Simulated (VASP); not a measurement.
```yaml
crystal:
  lattice:
    - [0.00000, 3.16063, 3.16063]
    - [3.16063, 0.00000, 3.16063]
    - [3.16063, 3.16063, 0.00000]
  atoms:
    - { symbol: In, position: [0.00000, 0.00000, 0.00000] }
    - { symbol: Sb, position: [0.25000, 0.25000, 0.25000] }
```

Method: PBEsol GGA, VASP's PBE PAW potentials (set 64) (plane waves; VASP 6.6.1). Numerical set-up: 500 eV cut-off, 7×7×7 Γ-centred mesh, Gaussian smearing of 0.050 eV, potentials In_d Sb.

Unless said otherwise, spin-orbit coupling is left out, though it shifts the bands of the heavy elements here.

Q: Predict the energy per atom (σ→0), pressure, band gap (on the k-mesh) with the smallest direct gap where there is one.

A: 
The band gap (on the k-mesh) is 0.17 eV. The smallest direct gap (on the k-mesh) is 0.17 eV. The energy per atom (σ→0) comes out as -3.801 eV/atom and the pressure is 4.94 GPa.

The absolute energy has meaning only against runs of the same code, potentials and settings.

The structure was generated: InSb was put into the zinc blende type (F-43m), which need not be its known phase. It was relaxed first under an external pressure of 5 GPa.
